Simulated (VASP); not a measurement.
Input of a VASP 6.6.1 run:

Contents of INCAR:

```
ALGO = Normal ; EDIFF = 1E-7
EDIFFG = -0.005 ; ENCUT = 600
IBRION = 2 ; ISIF = 3
ISMEAR = 0 ; LASPH = T
LCHARG = F ; LREAL = F
LWAVE = F ; NELM = 80
NSW = 90 ; PREC = Accurate
PSTRESS = 23.0 ; SIGMA = 0.03
```

The input KPOINTS:

```
k-points
0
Gamma
  8 8 8
```

File POSCAR:

```
SrTiO3                                  
1.0
    3.8459781257     -0.0000000000      0.0000000000
    0.0000000000      3.8459781257      0.0000000000
   -0.0000000000     -0.0000000000      3.8459781257
  Sr              Ti              O             
     1     1     3
Direct
     0.5000000000000000    0.5000000000000000    0.5000000000000000
     0.0000000000000000    0.0000000000000000    0.0000000000000000
     0.5000000000000000    0.0000000000000000    0.0000000000000000
     0.0000000000000000    0.5000000000000000    0.0000000000000000
     0.0000000000000000    0.0000000000000000    0.5000000000000000
```

Potentials or basis: VASP PAW LDA potentials, release 64 (Sr_sv, Ti_sv, O).

The run is started by

```bash
$ cat potpaw_LDA.64/Sr_sv/POTCAR potpaw_LDA.64/Ti_sv/POTCAR potpaw_LDA.64/O/POTCAR > POTCAR
$ mpirun -np 1 vasp_std > vasp.out
```

Problem. Predict the relaxed volume.

Solution. 11.37 Å³/atom.

Problem. Predict the band gap on the k mesh.

Solution. 1.83 eV, indirect (least direct gap 2.16 eV).

Problem. What does it give for the relaxed cell?

Solution. a = 3.846 Å, b = 3.846 Å, c = 3.846 Å, α = 90.00°, β = 90.00°, γ = 90.00°.

Problem. Predict the space group after relaxing (to 0.05 Å).

Solution. Pm-3m (No. 221).

Step by step:
```csv
step,energy change (eV),largest force (eV/Å),pressure (GPa),volume (Å³)
1,0.0000,0.0000,2.22,56.89
2,0.0007,0.0000,2.40,56.84
3,0.0003,0.0000,2.30,56.87
```

Caveat: the cell is relaxed towards a set pressure, so the enthalpy falls and the energy may rise. A k mesh can miss the band edges.
